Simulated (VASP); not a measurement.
# AgAs (Pmma) in VASP: equation of state

How stiff is AgAs in PBE, and what volume does it want? The cell is scaled to several volumes.

Program: VASP 6.6.1. These are calculated values, not measurements. Logs are shortened: lines on timing, memory, paths and dates and some standing lists are left out, and cuts for length are marked.

## Step 1: The crystal as given

Symmetry: Pmma, No. 51, orthorhombic system. The conventional cell has a = 4.991 Å, b = 2.961 Å, c = 5.173 Å, α = 90.00°, β = 90.00°, γ = 90.00°. Ag (site symmetry mm2) is surrounded by 4 Ag at 2.96 to 3.02 Å and 8 As at 2.98 to 3.03 Å. As (site symmetry mm2) is surrounded by 4 As at 2.96 to 3.03 Å and 8 Ag at 2.98 to 3.03 Å.

The cell comes from a database or a generator and needn't be the stable form of this composition.

## Step 2: Equation of state, PBE, 17.96 Å³/atom (volume scaled by 0.94)

The input, INCAR:

```
SYSTEM = AgAs
  PREC = Accurate
  ENCUT = 520
  EDIFF = 1E-7
  ISMEAR = -1
  SIGMA = 0.05
  LREAL = .FALSE.
  LASPH = .TRUE.
  NELM = 100
  ALGO = Normal
  ISIF = 2
  LWAVE = .FALSE.
  LCHARG = .FALSE.
  GGA = PE
  NBANDS = 24
```

The input, KPOINTS:

```
regular mesh
0
G
  6 9 5
  0 0 0
```

The input, POSCAR:

```
AgAs
1.0
    4.8894884705      0.0000000000      0.0000000000
    0.0000000000      2.9003477752      0.0000000000
    0.0000000000      0.0000000000      5.0671040850
Ag As
2 2
Direct
    0.7500000000      0.0000000000      0.1647710000
    0.2500000000      0.0000000000      0.8352290000
    0.2500000000      0.5000000000      0.3343550000
    0.7500000000      0.5000000000      0.6656450000
```

Potentials or basis: VASP PAW PBE potentials, release 64 (Ag, As).

Command:

```sh
$ cat potpaw_PBE.64/Ag/POTCAR potpaw_PBE.64/As/POTCAR > POTCAR
$ mpirun -np 1 vasp_std > vasp.out
```

OUTCAR:

```text
SYSTEM = AgAs
   PREC = Accurate
   ENCUT = 520
   EDIFF = 1E-7
   ISMEAR = -1
   LREAL = .FALSE.
   LASPH = .TRUE.
   NELM = 100
   ISIF = 2
   GGA = PE

 Found     60 irreducible k-points:

 Following reciprocal coordinates:
            Coordinates               Weight
  0.000000  0.000000  0.000000      1.000000
  0.166667  0.000000  0.000000      2.000000
  0.333333  0.000000  0.000000      2.000000
  0.500000  0.000000  0.000000      1.000000
  0.000000  0.111111  0.000000      2.000000
  0.166667  0.111111  0.000000      4.000000
   k-points           NKPTS =     60   k-points in BZ     NKDIM =     60   number of bands    NBANDS=     24
   number of dos      NEDOS =    301   number of ions     NIONS =      4
   total plane-waves  NPLWV =  34560
   dimension x,y,z NGX =    36 NGY =   24 NGZ =   40
   dimension x,y,z NGXF=    72 NGYF=   48 NGZF=   80
   ions per type =               2   2
   NGX,Y,Z   is equivalent  to a cutoff of  12.24, 13.76, 13.12 a.u.
   NGXF,Y,Z  is equivalent  to a cutoff of  24.48, 27.51, 26.25 a.u.
 SYSTEM =  AgAs
   PREC   = accura    normal or accurate (medium, high low for compatibility)
   ISTART =      0    job   : 0-new  1-cont  2-samecut
   ICHARG =      2    charge: 1-file 2-atom 10-const
   ISPIN  =      1    spin polarized calculation?
   LNONCOLLINEAR =      F non collinear calculations
   LSORBIT =      F    spin-orbit coupling
   LASPH  =      T    aspherical Exc in radial PAW
   ENCUT  =  520.0 eV  38.22 Ry    6.18 a.u.   9.09  5.39  9.42*2*pi/ulx,y,z
   NELM   =    100;   NELMIN=  2; NELMDL= -5     # of ELM steps
   EDIFF  = 0.1E-06   stopping-criterion for ELM
   LREAL  =      F    real-space projection
   EDIFFG = 0.1E-05   stopping-criterion for IOM
   NSW    =      0    number of steps for IOM
   IBRION =     -1    ionic relax: 0-MD 1-quasi-New 2-CG
   NFREE  =      0    steps in history (QN), initial steepest desc. (CG)
   ISIF   =      2    stress and relaxation
   ISYM   =      2    0-nonsym 1-usesym 2-fastsym
   POTIM  = 0.5000    time-step for ionic-motion
   TEBEG  =    0.0;   TEEND  =   0.0 temperature during run
   PSTRESS=    0.0 pullay stress
   NELECT =      32.0000    total number of electrons
   NUPDOWN=      -1.0000    fix difference up-down
   EMIN   =  10.00;   EMAX   =-10.00  energy-range for DOS
   EFERMI =   0.00;   METHOD = LEGACY
   ISMEAR =    -1;   SIGMA  =   0.05  broadening in eV -4-tet -1-fermi 0-gaus
   EFERMI_NEDOS =   21; number of points for ismear=-14 and -15
   IALGO  =     38    algorithm
   IMIX   =      4    mixing-type and parameters
     AMIX     =   0.40;   BMIX     =  1.00
     AMIX_MAG =   1.60;   BMIX_MAG =  1.00
  volume/ion in A,a.u.               =      17.96       121.23
  Fermi-wavevector in a.u.,A,eV,Ry     =   1.250164  2.362468 21.264688  1.562910
  Thomas-Fermi vector in A             =   2.384171
   LORBIT       =      0    0 simple, 1 ext, 2 COOP (PROOUT), +10 PAW based schemes
   GGA     = PE    functional components
   LHFCALC =     F    Hartree Fock is set to
   AEXX    =    0.0000 exact exchange contribution
   IVDW    =     0    specifies the selected vdW correction
   LEPSILON=     F    determine dielectric tensor
   LRPA    =     F    only Hartree local field effects (RPA)
 non-spin polarized calculation
  energy-cutoff  :      520.00
  volume of cell :       71.86
 maximum number of plane-waves:      1962
   NGX = 19   NGY = 11   NGZ = 19

 number of electron      31.9999994 magnetization

 Free energy of the ion-electron system (eV)
  ---------------------------------------------------
  ext. energy  EPLUGINS =         0.00000000
  ---------------------------------------------------
  free energy    TOTEN  =       -13.85925333 eV

  energy without entropy =      -13.84780678  energy(sigma->0) =      -13.85353006

 E-fermi :   7.7220     XC(G=0): -11.4620

 val. band max:        7.7155170391   @ k =   0.1667   0.2222   0.0000
 cond. band min:       7.8208361419   @ k =   0.3333   0.1111   0.2000
 fundamental gap:      0.1053191028
 Fermi energy:         7.7219800671

 k-point     1 :       0.0000    0.0000    0.0000
  band No.  band energies     occupation
      1      -5.9251      2.00000
      2      -3.5145      2.00000
      3       1.6929      2.00000
      4       1.7866      2.00000
      5       1.9338      2.00000
      6       2.1312      2.00000
[... 16 lines left out ...]
     23      18.9194      0.00000
     24      19.1588      0.00000

 k-point     2 :       0.1667    0.0000    0.0000
  band No.  band energies     occupation
      1      -5.7867      2.00000
      2      -3.6889      2.00000
      3       1.6341      2.00000
      4       1.7086      2.00000
      5       2.0697      2.00000
      6       2.1271      2.00000
[... 16 lines left out ...]
     23      18.0390      0.00000
     24      18.6650      0.00000

 k-point     3 :       0.3333    0.0000    0.0000
  band No.  band energies     occupation
      1      -5.3911      2.00000
      2      -4.1720      2.00000
      3       1.5097      2.00000
      4       1.7161      2.00000
      5       2.0784      2.00000
      6       2.2031      2.00000
[... 16 lines left out ...]
     23      16.9027      0.00000
     24      17.9655      0.00000

 k-point     4 :       0.5000    0.0000    0.0000
  band No.  band energies     occupation
      1      -4.8067      2.00000
      2      -4.8067      2.00000
      3       1.6073      2.00000
      4       1.6073      2.00000
      5       2.0784      2.00000
      6       2.0784      2.00000
[... 16 lines left out ...]
     23      17.2813      0.00000
     24      17.2813      0.00000

 k-point     5 :       0.0000    0.1111    0.0000
  band No.  band energies     occupation
      1      -5.7263      2.00000
      2      -3.3233      2.00000
      3       1.8203      2.00000
      4       1.8604      2.00000
      5       2.0570      2.00000
      6       2.1642      2.00000
[... 16 lines left out ...]
     23      18.4392      0.00000
     24      18.4888      0.00000

 k-point     6 :       0.1667    0.1111    0.0000
  band No.  band energies     occupation
      1      -5.5893      2.00000
      2      -3.5011      2.00000
      3       1.7397      2.00000
      4       1.8857      2.00000
      5       2.0889      2.00000
      6       2.2194      2.00000
[... 16 lines left out ...]
     23      18.0313      0.00000
     24      18.2397      0.00000

 [... further k-points ...]

------------------------ aborting loop because EDIFF is reached ----------------------------------------

  FORCE on cell =-STRESS in cart. coord.  units (eV):
  Direction    XX          YY          ZZ          XY          YZ          ZX
  --------------------------------------------------------------------------------------
  -------------------------------------------------------------------------------------
  Total        1.8785458      2.5180765      2.1545161      0.0000000      0.0000000     -0.0000000
  in kB       41.8850500     56.1443650     48.0382300      0.0000000      0.0000000     -0.0000000
  external PRESSURE =      48.6892150 kB  Pullay stress =       0.0000000 kB

 VOLUME and BASIS-vectors are now :
 -----------------------------------------------------------------------------
  energy-cutoff  :      520.00
  volume of cell :       71.86
      direct lattice vectors                 reciprocal lattice vectors
     4.889488470  0.000000000  0.000000000     0.204520372  0.000000000  0.000000000
     0.000000000  2.900347775  0.000000000     0.000000000  0.344786239  0.000000000
     0.000000000  0.000000000  5.067104085     0.000000000  0.000000000  0.197351383

 POSITION                                       TOTAL-FORCE (eV/Angst)
 -----------------------------------------------------------------------------------
      3.66712      0.00000      0.83491         0.000000     -0.000000     -0.054055
      1.22237      0.00000      4.23219        -0.000000     -0.000000      0.054055
      1.22237      1.45017      1.69421         0.000000      0.000000      0.065173
      3.66712      1.45017      3.37289         0.000000     -0.000000     -0.065173
 -----------------------------------------------------------------------------------
    total drift:                                0.000000     -0.000000      0.000000

  FREE ENERGIE OF THE ION-ELECTRON SYSTEM (eV)
  ---------------------------------------------------
  free  energy   TOTEN  =       -13.8592533315 eV

  energy  without entropy=      -13.8478067816  energy(sigma->0) =      -13.85353006
```

Run time: 55 s. Hardware: 1 thread of Intel Xeon Platinum 8488C (Sapphire Rapids), shared host; peak memory 0.23 GiB.

What came out:

```yaml
Free_energy: -13.8593 eV
Pressure: 4.9 GPa
Largest_force: 0.065 eV/Å
Band_gap_on_the_k_mesh: none (metal or under the smearing width)
```

## Step 3: Equation of state, PBE, 18.35 Å³/atom (volume scaled by 0.96)

The input, INCAR:

```
ALGO = Normal
EDIFF = 1E-7
ENCUT = 520
GGA = PE
ISIF = 2
ISMEAR = -1
LASPH = True
LCHARG = False
LREAL = False
LWAVE = False
NBANDS = 24
NELM = 80
PREC = Accurate
SIGMA = 0.05
```

The input, KPOINTS:

```
k-points
0
Gamma
  6 9 5
```

The input, POSCAR:

```
AgAs
1.0
    4.9239226224      0.0000000000      0.0000000000
    0.0000000000      2.9207734325      0.0000000000
    0.0000000000      0.0000000000      5.1027890923
Ag As
2 2
Direct
    0.7500000000      0.0000000000      0.1647710000
    0.2500000000      0.0000000000      0.8352290000
    0.2500000000      0.5000000000      0.3343550000
    0.7500000000      0.5000000000      0.6656450000
```

Potentials or basis: VASP PAW PBE potentials, release 64 (Ag, As).

Command:

```sh
$ cat potpaw_PBE.64/Ag/POTCAR potpaw_PBE.64/As/POTCAR > POTCAR
$ mpirun -np 1 vasp_std > vasp.out
```

Run time: 65 s. Hardware: 1 thread of Intel Xeon Platinum 8488C (Sapphire Rapids), shared host; peak memory 0.23 GiB.

Results (log left out):

| Property | Result |
| --- | --- |
| Free energy | -13.8956 eV |
| Pressure | 2.7 GPa |
| Largest force | 0.076 eV/Å |
| Band gap on the k mesh | none (metal or under the smearing width) |

## Step 4: Equation of state, PBE, 18.73 Å³/atom (volume scaled by 0.98)

The input, INCAR:

```
PREC = Accurate
ENCUT = 520
EDIFF = 1E-7
ISMEAR = -1
SIGMA = 0.05
LREAL = F
LASPH = T
NELM = 60
ALGO = Normal
ISIF = 2
LWAVE = F
LCHARG = F
GGA = PE
NBANDS = 24
```

The input, KPOINTS:

```
Automatic mesh
0
Gamma
  6 9 5
```

The input, POSCAR:

```
AgAs
1.0
    4.9578817826      0.0000000000      0.0000000000
    0.0000000000      2.9409173341      0.0000000000
    0.0000000000      0.0000000000      5.1379818533
Ag As
2 2
Direct
    0.7500000000      0.0000000000      0.1647710000
    0.2500000000      0.0000000000      0.8352290000
    0.2500000000      0.5000000000      0.3343550000
    0.7500000000      0.5000000000      0.6656450000
```

Command:

```sh
$ cat potpaw_PBE.64/Ag/POTCAR potpaw_PBE.64/As/POTCAR > POTCAR
$ mpirun -np 1 vasp_std > vasp.out
```

Wall time 62 s (1 thread of Intel Xeon Platinum 8488C (Sapphire Rapids), shared host); peak memory 0.24 GiB.

It converged, with:

```yaml
Free_energy: -13.9124 eV
Pressure: 0.8 GPa
Largest_force: 0.086 eV/Å
Band_gap_on_the_k_mesh: none (metal or under the smearing width)
```

## Step 5: Equation of state, PBE, 19.49 Å³/atom (volume scaled by 1.02)

The input, INCAR:

```
PREC     = Accurate       # precision mode
ENCUT    = 520            # plane-wave cutoff, eV
EDIFF    = 1E-7           # SCF threshold, eV
ISMEAR   = -1             # smearing method
SIGMA    = 0.05           # smearing width, eV
LREAL    = False          # projectors in reciprocal space
LASPH    = True           # aspherical terms in the spheres
NELM     = 60             # most SCF steps
ALGO     = Normal         # electronic algorithm
ISIF     = 2              # what is computed and relaxed
LWAVE    = False          # write WAVECAR
LCHARG   = False          # write CHGCAR
GGA      = PE             # functional
NBANDS   = 24             # bands
```

The input, KPOINTS:

```
regular mesh
0
Gamma
  6 9 5
```

The input, POSCAR:

```
AgAs
1.0
    5.0244384733      0.0000000000      0.0000000000
    0.0000000000      2.9803974456      0.0000000000
    0.0000000000      0.0000000000      5.2069562831
Ag As
2 2
Direct
    0.7500000000      0.0000000000      0.1647710000
    0.2500000000      0.0000000000      0.8352290000
    0.2500000000      0.5000000000      0.3343550000
    0.7500000000      0.5000000000      0.6656450000
```

Command:

```sh
$ cat potpaw_PBE.64/Ag/POTCAR potpaw_PBE.64/As/POTCAR > POTCAR
$ mpirun -np 1 vasp_std > vasp.out
```

Wall time 60 s (1 thread of Intel Xeon Platinum 8488C (Sapphire Rapids), shared host); peak memory 0.24 GiB.

The run converged. Its results:

| Quantity | Value |
| --- | --- |
| Free energy | -13.8963 eV |
| Pressure | -2.4 GPa |
| Largest force | 0.108 eV/Å |
| Band gap on the k mesh | none (metal or under the smearing width) |

## Step 6: Equation of state, PBE, 19.88 Å³/atom (volume scaled by 1.04)

The input, INCAR:

```
  ALGO = Normal
  EDIFF = 1E-7
  ENCUT = 520
  GGA = PE
  ISIF = 2
  ISMEAR = -1
  LASPH = True
  LCHARG = False
  LREAL = False
  LWAVE = False
  NBANDS = 24
  NELM = 80
  PREC = Accurate
  SIGMA = 0.05
```

The input, KPOINTS:

```
k-points
0
Gamma
  6 9 5
```

The input, POSCAR:

```
AgAs
1.0
    5.0570656114      0.0000000000      0.0000000000
    0.0000000000      2.9997512181      0.0000000000
    0.0000000000      0.0000000000      5.2407686350
Ag As
2 2
Direct
    0.7500000000      0.0000000000      0.1647710000
    0.2500000000      0.0000000000      0.8352290000
    0.2500000000      0.5000000000      0.3343550000
    0.7500000000      0.5000000000      0.6656450000
```

Potentials or basis: VASP PAW PBE potentials, release 64 (Ag, As).

Command:

```sh
$ cat potpaw_PBE.64/Ag/POTCAR potpaw_PBE.64/As/POTCAR > POTCAR
$ mpirun -np 1 vasp_std > vasp.out
```

Run time: 58 s. Hardware: 1 thread of Intel Xeon Platinum 8488C (Sapphire Rapids), shared host; peak memory 0.25 GiB.

It converged, with:

```yaml
Free_energy: -13.8672 eV
Pressure: -3.7 GPa
Largest_force: 0.119 eV/Å
Band_gap_on_the_k_mesh: none (metal or under the smearing width)
```

## Step 7: Equation of state, PBE, 20.26 Å³/atom (volume scaled by 1.06)

The input, INCAR:

```
SYSTEM = AgAs
ALGO = Normal ; EDIFF = 1E-7
ENCUT = 520 ; GGA = PE
ISIF = 2 ; ISMEAR = -1
LASPH = .TRUE. ; LCHARG = .FALSE.
LREAL = .FALSE. ; LWAVE = .FALSE.
NBANDS = 24 ; NELM = 80
PREC = Accurate ; SIGMA = 0.05
```

The input, KPOINTS:

```
k-points
0
G
  6 9 5
  0 0 0
```

The input, POSCAR:

```
AgAs
1.0
    5.0892770888      0.0000000000      0.0000000000
    0.0000000000      3.0188584289      0.0000000000
    0.0000000000      0.0000000000      5.2741502269
Ag As
2 2
Direct
    0.7500000000      0.0000000000      0.1647710000
    0.2500000000      0.0000000000      0.8352290000
    0.2500000000      0.5000000000      0.3343550000
    0.7500000000      0.5000000000      0.6656450000
```

Command:

```sh
$ cat potpaw_PBE.64/Ag/POTCAR potpaw_PBE.64/As/POTCAR > POTCAR
$ mpirun -np 1 vasp_std > vasp.out
```

It took 62 s on 1 thread of Intel Xeon Platinum 8488C (Sapphire Rapids), shared host; peak memory 0.25 GiB.

Results (log left out):

| Item | Value |
| --- | --- |
| Free energy | -13.8262 eV |
| Pressure | -4.9 GPa |
| Largest force | 0.130 eV/Å |
| Band gap on the k mesh | none (metal or under the smearing width) |

## Step 8: Equation of state, PBE

No new run: the results of the series are fitted here.

Results:

| Item | Value |
| --- | --- |
| Equilibrium volume | 18.91 Å³/atom |
| Bulk modulus at fixed shape and positions | 84 GPa |
| Pressure derivative of the bulk modulus | 5.1 |

Energy against volume, from the lowest point:
```
volume (Å³/atom)  energy (meV/atom)
          17.964              13.28
          18.347               4.21
          18.729               0.00
          19.111               0.10
          19.493               4.02
          19.876              11.30
          20.258              21.56
```

Caveat: the cell was scaled at fixed shape and fractional positions, which overstates the stiffness of a crystal with free parameters, most of all of layers and chains.
